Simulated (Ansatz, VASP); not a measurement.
# SbP: VASP beside Ansatz

One calculation is typed for both programs; each brings its own data sets. How far apart do they land? The cell is generated by rule, not measured, and may not be a known phase. The cell is taken from a series of runs on this material, whose earlier steps may have relaxed, scaled, displaced or heated it; both programs get it as it stands.

Calculated with Ansatz 0.2.0; plane waves, with VASP 6.6.1 beside it; zone-centre phonons at PBE.

The structure was built from a prototype and need not be the compound's stable phase.

### 1. Set-up

It takes space group Pmn2_1 (No. 31, orthorhombic). Conventional cell: a = 4.010 Å, b = 4.012 Å, c = 5.755 Å, α = 90.00°, β = 90.00°, γ = 90.00°. Nearest to Sb lie 5 P at 2.59 to 2.87 Å. Nearest to P lie 5 Sb at 2.59 to 2.87 Å. Farther neighbours are not listed.

### 2. Ansatz: zone-centre phonons, PBE

Ansatz runs on its default PAW (the set named soft_2) files.

Second derivatives magnify differences that forces hide, and they need a tight electronic threshold.

input.yaml reads:

```yaml
crystal:
  lattice:
    - [-4.0100259042, 2.7423e-06, 0.0]
    - [0.0, 0.0, -5.7545272768]
    - [-5.4866e-06, -8.0230120254, 0.0]
  atoms:
    - { symbol: Sb, position: [0.7499805335, 0.0372451005, 0.127537812] }
    - { symbol: Sb, position: [-0.2499805335, 0.0372451005, 0.627537812] }
    - { symbol: Sb, position: [1.2499805335, 0.5372451005, 0.372462188] }
    - { symbol: Sb, position: [0.2500194665, 0.5372451005, 0.872462188] }
    - { symbol: P, position: [0.7500152615, 0.5877548995, 0.1262167992] }
    - { symbol: P, position: [-0.2500152615, 0.5877548995, 0.6262167992] }
    - { symbol: P, position: [1.2500152615, 0.0877548995, 0.3737832008] }
    - { symbol: P, position: [0.2499847385, 0.0877548995, 0.8737832008] }
kpoints:
  mp_grid: { grid: [8, 6, 4] }
hamiltonian:
  xc: pbe
scf:
  occupations: { method: methfessel_paxton, width: 0.15 }
output:
  eigenvalues: true
phonons:
  method: dfpt
```

Command:

```bash
$ ansatz run input.yaml --threads 4 --pin off --max-ram 7168MiB --backend cpu --events-out ev --progress --plain --runs-dir out
```

Numbers of over 12 decimals in the logs are rounded to 6 here.

What it wrote:

```text
Engine: ansatz 0.2.0, aarch64-unknown-linux-gnu
Pseudopotentials: kind: paw
Pseudopotential: Sb, paw, valence charge 15, recommended cutoff 420 eV (normal), Sb.paw.azcp
Pseudopotential: P, paw, valence charge 5, recommended cutoff 420 eV (normal), P.paw.azcp
Functional definition: PBE
  parameter kappa = 0.804
  parameter beta = 0.066725
  exchange = pbe_x(kappa = kappa, mu = beta*pi^2/3)
  correlation = pbe_c(beta = beta)
Crystal: 8 atoms, lattice volume = 185.137 Å³
Basis set: ecut = 420 eV, 3629 PW (Γ), exchange–correlation on 60×80×108 points (8 copies of the dense FFT grid, shifted against one another)
Bands: 48, of which v1, the nominal top of the filled ones, is band 40 counted from 1 (39 counted from 0)
Symmetry: 4 space group operations
k-points: 100 of 192 (irreducible under 1 space group operation, time reversal used)
Non-local potential: Sb, projectors of the file, l = 0: 2, l = 1: 2, l = 2: 2, l = 3: 2
Non-local potential: P, projectors of the file, l = 0: 2, l = 1: 2, l = 2: 2
PAW form: soft (Blöchl's): semilocal exchange-correlation on the pseudo side does not see the compensation charge
PAW one-centre angular grid: Sb, 590 points (default); XC on 64 Gauss nodes
PAW one-centre angular grid: P, 110 points (default); XC on 64 Gauss nodes
Initial density: superposition of atomic densities (neutral atoms: chi_scale 0, normalization atom), corrected by the library's trained network
Initial wavefunctions: pseudopotential atomic-orbital guess
Functional: x = pbe(κ = 0.804, μ = 0.219515), c = pbe(β = 0.066725)
SCF iter   1: F=—  HF=-28959.897740 eV  |F-HF|=—  |Δ(HF+E_count)|=         —  Δρ=2.02e-3  dr2=8.34e-3  ethr=1.77e-3  ⟨swp⟩=8.0  Hψ=20470  notcnv=0
preconditioner: auto → Kerker (q_TF=auto, 2.372 Å⁻¹)  [metal: Δε(μ)=0.071 eV  Ē_g=7.818 eV  σ=0.150 eV  W_gap=0.38  n_scr=44 (ndim 8)  ℏωp=17.3 eV  f_vac=0.000  D(μ)=1.15/eV (n_scr^D=2)]
SCF iter   2: F=—  HF=-28959.894152 eV  |F-HF|=—  |Δ(HF+E_count)|=   3.59e-3  S|Δr|=    0.00e0  Δρ=1.00e-3  dr2=1.50e-3  ethr=1.04e-5  ⟨swp⟩=2.6  Hψ=9738  notcnv=0  defer=4
SCF iter   3: F=—  HF=-28959.894379 eV  |F-HF|=—  |Δ(HF+E_count)|=   2.26e-4  S|Δr|=    0.00e0  Δρ=3.90e-4  dr2=2.49e-4  ethr=1.88e-6  ⟨swp⟩=3.0  Hψ=9034  notcnv=0  defer=4
SCF iter   4: F=—  HF=-28959.894454 eV  |F-HF|=—  |Δ(HF+E_count)|=   7.51e-5  S|Δr|=    0.00e0  Δρ=1.30e-4  dr2=3.50e-5  ethr=3.11e-7  ⟨swp⟩=2.0  Hψ=5808  notcnv=0  defer=4
SCF iter   5: F=—  HF=-28959.894446 eV  |F-HF|=—  |Δ(HF+E_count)|=   7.69e-6  S|Δr|=    0.00e0  Δρ=2.60e-5  dr2=1.46e-6  ethr=4.38e-8  ⟨swp⟩=2.0  Hψ=8600  notcnv=0  defer=4
SCF iter   6: F=—  HF=-28959.894447 eV  |F-HF|=—  |Δ(HF+E_count)|=   1.17e-6  S|Δr|=    0.00e0  Δρ=9.22e-6  dr2=1.00e-7  ethr=1.83e-9  ⟨swp⟩=2.4  Hψ=8026  notcnv=0  defer=4
SCF iter   7: F=—  HF=-28959.894447 eV  |F-HF|=—  |Δ(HF+E_count)|=   1.06e-8  S|Δr|=    0.00e0  Δρ=1.91e-6  dr2=6.03e-9  ethr=1.25e-10  ⟨swp⟩=2.0  Hψ=8554  notcnv=0  defer=4
SCF iter   8: F=—  HF=-28959.894447 eV  |F-HF|=—  |Δ(HF+E_count)|=   2.95e-9  S|Δr|=    0.00e0  Δρ=6.55e-7  dr2=6.28e-10  ethr=7.54e-12  ⟨swp⟩=2.0  Hψ=8613  notcnv=0  defer=4
SCF iter   9: F=—  HF=-28959.894447 eV  |F-HF|=—  |Δ(HF+E_count)|=  9.09e-11  S|Δr|=    0.00e0  Δρ=1.77e-7  dr2=6.67e-11  ethr=1.00e-12  ⟨swp⟩=3.0  Hψ=8942  notcnv=0  defer=4
SCF iter  10: F=-28959.894447 eV  HF=-28959.894447 eV  |F-HF|=7.28e-12  |Δ(HF+E_count)|=  3.64e-12  S|Δr|=    0.00e0  Δρ=2.77e-8  dr2=2.09e-12  ethr=1.00e-12  ⟨swp⟩=12.7  Hψ=27267  notcnv=0
SCF 1 converged in 10 iterations: F = -28959.894447 eV  dr2 = 2.09e-12
  greatest PAW one-centre occupation: 0.996 electrons in one spin orbital (limit 2), on the Sb atom at site 2 (counted from 0), in its partial waves of l = 2
DFPT response loops at Γ: preconditioner auto → Kerker (q_TF=auto, 2.372 Å⁻¹) (partly filled bands, converged f_vac=0.000); β = 1.00, the filter's whole step (`scf.mixing.beta` (0.50) is not read by the response loops under this deck's `scf.mixing.preconditioner`; to damp them name `kerker` or `kerker_dos`, under which they read `scf.mixing.beta`, and type it under 1.00, their step now; both keys bind the ground state too); Broyden in place of MSR1
SCF converged after 10 iterations
Stability not checked: this state was not tested for a lower state beside it, because cold or Methfessel-Paxton smearing, or corrected tetrahedra, fill the levels in a way that the test cannot read (fill_not_monotonic; see scf.lower_state_search)
Free energy (F): -28959.894447 eV
Harris-Foulkes:  -28959.894447 eV  (|F-HF|=7.28e-12)
Internal energy: -28959.894007 eV  (E = F + TS)
E sigma→0 (E₀):  -28959.894337 eV
Entropy (-TS):   -0.000440 eV (-0.055 meV/atom)
Fermi energy:    9.955596 eV
Step filling:    the computed levels leave a gap of 0.0000 eV = 0.0 smearing widths at the electron count; against every level under it full and every level over it empty, smearing changes F+E_penalty+E_count by -1.158 meV and its σ→0 estimate by -1.048 meV
--- Per-component energies (eV) ---
  E_band       = -621.151526
  E_kinetic    = 1101.502288
  E_local      = -6661.288878  (includes V_loc(G=0)·N_el)
  E_nonlocal   = 1583.471950
  E_hartree    = 2992.530963
  E_xc         = -797.756977
  E_vxc        = -625.541649  (∫ρ·V_xc dr)
  E_paw        = -20576.873979  (= ΣΔE_a)
  E_vpaw       = -2004.357188  (= ΣTr[D̂ρ^β])
  E_aug_tail   = 0.000007  (compensation charges beyond the density's cutoff)
  E_ewald      = -6601.479381
  E_smearing   = -0.000440  (= −TS)
  E_closure    = 0.000000  (closes the sum)
  Σ components = -28959.894447   (vs F -28959.894447, Δ=0.00e0)
--- Band table (eV; the first three rows and the last of 100) ---
  k-point 0: bands = [... 36 lower, 7.9149, 8.1195, 9.0482, 9.1241, 10.4299, 10.6532, 11.4664, 11.5085, ... 4 higher]
  k-point 1: bands = [... 36 lower, 8.0531, 8.4932, 8.7610, 10.0253, 10.2275, 10.4789, 11.7370, 12.3023, ... 4 higher]
  k-point 2: bands = [... 36 lower, 8.4311, 8.4311, 9.4595, 9.4595, 11.0245, 11.0245, 11.4734, 11.4734, ... 4 higher]
  k-point 99: bands = [... 36 lower, 8.6128, 8.6128, 8.6128, 8.6128, 10.6086, 10.6086, 10.6090, 10.6090, ... 4 higher]
--- Phonons (Γ-DFPT): 6 representative perturbations + reference, on 100 of 192 k-points (Σ response iterations 18) ---
  k mesh reduced under 1 symmetry operation, with k and −k counted as one. Each operation leaves every solved perturbation unchanged. A smaller set is not used because it would not reduce the number of displacements times k-points to solve
  ASR residual: 4.555e-5 → 0.000e0 eV/Å²; symmetrization residual: 2.340e-5 eV/Å²
  ASR residual per site (eV/Å²): 4.55e-5 4.55e-5 4.55e-5 4.55e-5 4.42e-5 4.42e-5 4.42e-5 4.42e-5
  Γ frequencies (cm⁻¹): -132.23 -130.23 0.00 0.00 0.00 8.94 21.64 83.76 87.70 88.72 91.13 103.56 108.46 115.69 129.46 132.58 210.16 213.04 227.60 228.89 235.31 250.18 255.03 274.09
  non-analytic LO–TO correction: not included (Born effective charges unavailable; polar crystals: no LO–TO splitting at Γ)
```

The column dr2 measures how far the density is from self-consistency, as an energy; F and HF (Harris–Foulkes) agree once it is small.

### 3. VASP: zone-centre phonons, PBE

The same cell, functional, mesh and smearing now go to VASP, with its own data sets.

Lines of VASP's logs that name or quote its potential files are left out, and so is its time.

INCAR reads:

```
SYSTEM = SbP
PREC = Accurate
ENCUT = 500
EDIFF = 1E-08
NELM = 120
ISMEAR = 1
SIGMA = 0.15
LREAL = .FALSE.
ALGO = Normal
GGA = PE
NBANDS = 28
LORBIT = 11
LWAVE = .FALSE.
LCHARG = .FALSE.
ISIF = 2
IBRION = 8
LASPH = .TRUE.
GGA_COMPAT = .FALSE.
```

POSCAR reads:

```
SbP
1.0
   -4.0100259042      0.0000027423      0.0000000000
    0.0000000000      0.0000000000     -5.7545272768
   -0.0000054866     -8.0230120254      0.0000000000
Sb P
4 4
Direct
    0.7499805335      0.0372451005      0.1275378120
    0.7500194665      0.0372451005      0.6275378120
    0.2499805335      0.5372451005      0.3724621880
    0.2500194665      0.5372451005      0.8724621880
    0.7500152615      0.5877548995      0.1262167992
    0.7499847385      0.5877548995      0.6262167992
    0.2500152615      0.0877548995      0.3737832008
    0.2499847385      0.0877548995      0.8737832008
```

KPOINTS reads:

```
Automatic mesh
0
Gamma
8 6 4
0 0 0
```

PAW data sets: Sb and P (PBE family, release 64).

Command:

```bash
$ export OMP_NUM_THREADS=3
$ mpirun -np 1 vasp_std
```

What it wrote:

```text
[banner, memory and clock lines left out]
running    1 mpi-ranks, on    1 nodes
 distrk:  each k-point on    1 cores,    1 groups
 distr:  one band on    1 cores,    1 groups
 Offloading initialized ...    1 GPUs detected
 POSCAR found type information on POSCAR SbP
 POSCAR found :  2 types and       8 ions
 LDA part: xc-table for (Slater+PW92), standard interpolation
 POSCAR, INCAR and KPOINTS ok, starting setup
 FFT: planning ... GRIDC
 FFT: planning ... GRID_SOFT
 FFT: planning ... GRID
 WAVECAR not read
 entering main loop
       N       E                     dE             d eps       ncg     rms          rms(c)
DAV:   1     0.186349010950E+03    0.18635E+03   -0.14368E+04  3360   0.114E+03
DAV:   2    -0.212734094929E+02   -0.20762E+03   -0.20190E+03  4108   0.190E+02
DAV:   3    -0.375983024224E+02   -0.16325E+02   -0.15922E+02  4200   0.562E+01
DAV:   4    -0.379604248280E+02   -0.36212E+00   -0.35987E+00  4244   0.874E+00
DAV:   5    -0.379669223737E+02   -0.64975E-02   -0.64908E-02  4276   0.126E+00    0.834E+00
DAV:   6    -0.372548574160E+02    0.71206E+00   -0.22224E+00  3764   0.499E+00    0.503E+00
DAV:   7    -0.372681619997E+02   -0.13305E-01   -0.36509E-01  4096   0.225E+00    0.199E+00
DAV:   8    -0.372651324841E+02    0.30295E-02   -0.31873E-02  3884   0.695E-01    0.546E-01
DAV:   9    -0.372654783619E+02   -0.34588E-03   -0.41246E-03  3988   0.320E-01    0.130E-01
DAV:  10    -0.372655336476E+02   -0.55286E-04   -0.23315E-04  4188   0.733E-02    0.625E-02
DAV:  11    -0.372656130108E+02   -0.79363E-04   -0.16508E-04  3736   0.617E-02    0.234E-02
DAV:  12    -0.372656118194E+02    0.11913E-05   -0.87278E-06  4248   0.144E-02    0.147E-02
DAV:  13    -0.372656131032E+02   -0.12838E-05   -0.33938E-06  3992   0.702E-03    0.255E-03
DAV:  14    -0.372656132428E+02   -0.13955E-06   -0.23325E-07  4072   0.228E-03    0.936E-04
DAV:  15    -0.372656132851E+02   -0.42327E-07   -0.53009E-08  3384   0.876E-04    0.558E-04
DAV:  16    -0.372656133175E+02   -0.32354E-07   -0.12837E-08  2280   0.583E-04    0.353E-04
DAV:  17    -0.372656133090E+02    0.84190E-08   -0.13289E-09  2156   0.183E-04
   1 F= -.37265613E+02 E0= -.37265463E+02  d E =-.452331E-03
 Linear response reoptimize wavefunctions to high precision
DAV:   1    -0.372656132961E+02    0.12904E-07   -0.20062E-10  2148   0.811E-05
DAV:   2    -0.372656132961E+02   -0.52296E-11   -0.54122E-11  2124   0.387E-05
 Linear response DOF=            6
 Linear response progress:
  Degree of freedom:   1/  6
       N       E                     dE             d eps       ncg     rms          rms(c)
RMM:   1    -0.251318906711E-01   -0.25132E-01    0.23045E-03  9982   0.965E-01
RMM:   2    -0.232398722948E-01    0.18920E-02   -0.26513E-03  9234   0.227E-01    0.580E-02
RMM:   3    -0.231189284779E-01    0.12094E-03   -0.80175E-05  9510   0.400E-02    0.345E-02
RMM:   4    -0.229700350323E-01    0.14889E-03   -0.20503E-05  9361   0.210E-02    0.388E-03
RMM:   5    -0.229701368196E-01   -0.10179E-06    0.43517E-07  9839   0.417E-03    0.151E-03
RMM:   6    -0.229768962305E-01   -0.67594E-05    0.47190E-07  9529   0.184E-03    0.251E-04
RMM:   7    -0.229764914313E-01    0.40480E-06    0.20280E-07 10031   0.374E-04    0.142E-04
RMM:   8    -0.229764310170E-01    0.60414E-07    0.68946E-08  9923   0.200E-04    0.172E-05
RMM:   9    -0.229763233570E-01    0.10766E-06    0.76328E-08 10794   0.642E-05    0.713E-06
RMM:  10    -0.229763150101E-01    0.83469E-08    0.33379E-08 10749   0.512E-05    0.170E-06
 first order change of Fermi-energy  -0.40905E-04
 force on displaced ion       1 direction 1 :  -1.747   0.001  -0.002
 Linear response progress:
  Degree of freedom:   2/  6
       N       E                     dE             d eps       ncg     rms          rms(c)
RMM:   1    -0.339568822565E-01   -0.33957E-01    0.14751E-02 10571   0.101E+00
RMM:   2    -0.316226559482E-01    0.23342E-02   -0.35167E-03  9136   0.249E-01    0.734E-02
RMM:   3    -0.314397159969E-01    0.18294E-03   -0.28858E-04  9793   0.527E-02    0.420E-02
RMM:   4    -0.313390528803E-01    0.10066E-03   -0.28192E-06  9687   0.170E-02    0.205E-02
RMM:   5    -0.312799528129E-01    0.59100E-04   -0.10744E-06  9616   0.127E-02    0.349E-03
RMM:   6    -0.312855776007E-01   -0.56248E-05    0.19919E-06  9948   0.287E-03    0.918E-04
RMM:   7    -0.312890139147E-01   -0.34363E-05    0.36291E-08  9806   0.941E-04    0.222E-04
RMM:   8    -0.312894943631E-01   -0.48045E-06    0.64070E-07 10238   0.264E-04    0.989E-05
RMM:   9    -0.312893166890E-01    0.17767E-06    0.63366E-07 10156   0.166E-04    0.287E-05
RMM:  10    -0.312894009173E-01   -0.84228E-07    0.30029E-07 10706   0.834E-05    0.128E-05
RMM:  11    -0.312893787028E-01    0.22214E-07    0.24191E-07 10991   0.615E-05    0.223E-06
RMM:  12    -0.312893843589E-01   -0.56561E-08    0.28826E-07 11082   0.549E-05    0.118E-06
RMM:  13    -0.312893860125E-01   -0.16536E-08    0.24201E-07 10582   0.533E-05    0.364E-07
RMM:  14    -0.312893884500E-01   -0.24375E-08    0.19557E-07 10038   0.530E-05    0.122E-07
RMM:  15    -0.312893881441E-01    0.30598E-09    0.19099E-07  9423   0.528E-05    0.701E-08
 first order change of Fermi-energy  -0.38710E-01
 force on displaced ion       1 direction 2 :   0.002  -3.833  -0.022
 Linear response progress:
  Degree of freedom:   3/  6
       N       E                     dE             d eps       ncg     rms          rms(c)
RMM:   1    -0.308439483238E-01   -0.30844E-01    0.17278E-02 10086   0.994E-01
RMM:   2    -0.288010521952E-01    0.20429E-02   -0.33566E-03  9024   0.240E-01    0.831E-02
RMM:   3    -0.286365338713E-01    0.16452E-03   -0.17403E-04  9572   0.470E-02    0.473E-02
RMM:   4    -0.284811056846E-01    0.15543E-03   -0.58721E-05  9654   0.231E-02    0.124E-02
RMM:   5    -0.284530422930E-01    0.28063E-04   -0.59335E-06  9882   0.703E-03    0.376E-03
RMM:   6    -0.284548199886E-01   -0.17777E-05   -0.31358E-08  9779   0.190E-03    0.961E-04
RMM:   7    -0.284574616056E-01   -0.26416E-05    0.13660E-07  9935   0.809E-04    0.213E-04
RMM:   8    -0.284576610369E-01   -0.19943E-06   -0.22559E-07 10216   0.254E-04    0.852E-05
RMM:   9    -0.284576563387E-01    0.46981E-08   -0.33753E-07 10601   0.104E-04    0.352E-05
RMM:  10    -0.284575434094E-01    0.11293E-06   -0.38149E-07 10536   0.859E-05    0.873E-06
RMM:  11    -0.284575269771E-01    0.16432E-07   -0.30560E-07 11263   0.658E-05    0.298E-06
RMM:  12    -0.284575226681E-01    0.43090E-08   -0.29091E-07 11046   0.615E-05    0.964E-07
RMM:  13    -0.284575228841E-01   -0.21606E-09   -0.26337E-07 10477   0.599E-05    0.353E-07
RMM:  14    -0.284575228868E-01   -0.26478E-11   -0.27993E-07  9755   0.596E-05    0.118E-07
RMM:  15    -0.284575228565E-01    0.30311E-10   -0.28397E-07  9410   0.595E-05    0.467E-08
 first order change of Fermi-energy   0.42570E-01
 force on displaced ion       1 direction 3 :   0.002  -0.012  -6.736
 Linear response progress:
  Degree of freedom:   4/  6
       N       E                     dE             d eps       ncg     rms          rms(c)
RMM:   1    -0.518944909309E-01   -0.51894E-01    0.45969E-03 12968   0.111E+00
RMM:   2    -0.472296346784E-01    0.46649E-02   -0.33919E-03  8896   0.260E-01    0.724E-02
RMM:   3    -0.474139145131E-01   -0.18428E-03   -0.16539E-04  9593   0.496E-02    0.386E-02
RMM:   4    -0.476214141848E-01   -0.20750E-03   -0.79185E-05  9401   0.245E-02    0.744E-03
RMM:   5    -0.476315933036E-01   -0.10179E-04   -0.11764E-05  9850   0.645E-03    0.383E-03
RMM:   6    -0.476213799146E-01    0.10213E-04    0.62020E-07  9656   0.183E-03    0.178E-03
RMM:   7    -0.476271032367E-01   -0.57233E-05    0.21906E-07  9706   0.752E-04    0.428E-04
RMM:   8    -0.476264888940E-01    0.61434E-06    0.35783E-07 10380   0.233E-04    0.602E-05
RMM:   9    -0.476263507199E-01    0.13817E-06   -0.18013E-08 10690   0.118E-04    0.124E-05
RMM:  10    -0.476264392640E-01   -0.88544E-07   -0.87805E-08 10911   0.884E-05    0.430E-06
RMM:  11    -0.476264227105E-01    0.16553E-07    0.58576E-08 11328   0.816E-05    0.144E-06
RMM:  12    -0.476264218138E-01    0.89667E-09    0.90097E-09 10886   0.787E-05    0.662E-07
 first order change of Fermi-energy   0.71983E-05
 force on displaced ion       5 direction 1 :  -2.575  -0.003  -0.001
 Linear response progress:
  Degree of freedom:   5/  6
       N       E                     dE             d eps       ncg     rms          rms(c)
RMM:   1    -0.606320043523E-01   -0.60632E-01    0.73863E-03 13049   0.112E+00
RMM:   2    -0.554421594705E-01    0.51898E-02   -0.35851E-03  8966   0.265E-01    0.778E-02
RMM:   3    -0.555874124652E-01   -0.14525E-03   -0.15819E-04  9650   0.518E-02    0.414E-02
RMM:   4    -0.557440186548E-01   -0.15661E-03   -0.32916E-05  9565   0.219E-02    0.977E-03
RMM:   5    -0.557798717643E-01   -0.35853E-04   -0.39110E-06  9760   0.715E-03    0.366E-03
RMM:   6    -0.557751748911E-01    0.46969E-05   -0.77142E-08 10028   0.142E-03    0.220E-03
RMM:   7    -0.557766011997E-01   -0.14263E-05   -0.32978E-08  9851   0.926E-04    0.277E-04
RMM:   8    -0.557777422377E-01   -0.11410E-05   -0.12932E-07 10504   0.245E-04    0.900E-05
RMM:   9    -0.557777675405E-01   -0.25303E-07    0.39574E-07 10497   0.127E-04    0.210E-05
RMM:  10    -0.557778193094E-01   -0.51769E-07    0.14285E-07 10966   0.907E-05    0.112E-05
RMM:  11    -0.557778020107E-01    0.17299E-07    0.12633E-07 11340   0.786E-05    0.221E-06
RMM:  12    -0.557778111043E-01   -0.90937E-08    0.14175E-07 11315   0.754E-05    0.101E-06
RMM:  13    -0.557778119915E-01   -0.88712E-09    0.69875E-08 11105   0.742E-05    0.383E-07
 first order change of Fermi-energy  -0.84787E-02
 force on displaced ion       5 direction 2 :  -0.001  -3.091   0.002
 Linear response progress:
  Degree of freedom:   6/  6
       N       E                     dE             d eps       ncg     rms          rms(c)
RMM:   1    -0.576231214309E-01   -0.57623E-01    0.13988E-02 12759   0.112E+00
RMM:   2    -0.529727978448E-01    0.46503E-02   -0.35081E-03  8850   0.259E-01    0.876E-02
RMM:   3    -0.531516027127E-01   -0.17880E-03   -0.27483E-04  9635   0.570E-02    0.455E-02
RMM:   4    -0.533052913180E-01   -0.15369E-03   -0.64346E-05  9629   0.235E-02    0.139E-02
RMM:   5    -0.533444254170E-01   -0.39134E-04   -0.12892E-05  9783   0.794E-03    0.406E-03
RMM:   6    -0.533378381688E-01    0.65872E-05   -0.12465E-06  9967   0.182E-03    0.219E-03
RMM:   7    -0.533386318027E-01   -0.79363E-06    0.37297E-07  9955   0.843E-04    0.354E-04
RMM:   8    -0.533398783979E-01   -0.12466E-05    0.21755E-07 10390   0.273E-04    0.898E-05
RMM:   9    -0.533399859114E-01   -0.10751E-06    0.18695E-07 10659   0.136E-04    0.276E-05
RMM:  10    -0.533399519782E-01    0.33933E-07   -0.13582E-07 10936   0.104E-04    0.939E-06
RMM:  11    -0.533399600456E-01   -0.80674E-08    0.15925E-07 11468   0.920E-05    0.227E-06
RMM:  12    -0.533399626914E-01   -0.26458E-08    0.99997E-08 11194   0.892E-05    0.732E-07
 first order change of Fermi-energy  -0.42590E-01
 force on displaced ion       5 direction 3 :   0.002   0.004  -6.602
 Linear response finished
```

(Continued in part 2 of 2.)

[Lines on the potential files, build, host, timing and source positions are cut from VASP's logs without a mark.]

[Logs are printed without paths, hosts, clocks, repeated set-up lines and the standing remarks that a program may print on its own settings, such as how far it seeks lower states.]

[Hosts, paths, dates, database ids (printed as entryN), source tags and the programs' standing remarks are cut or masked in the printed files.]
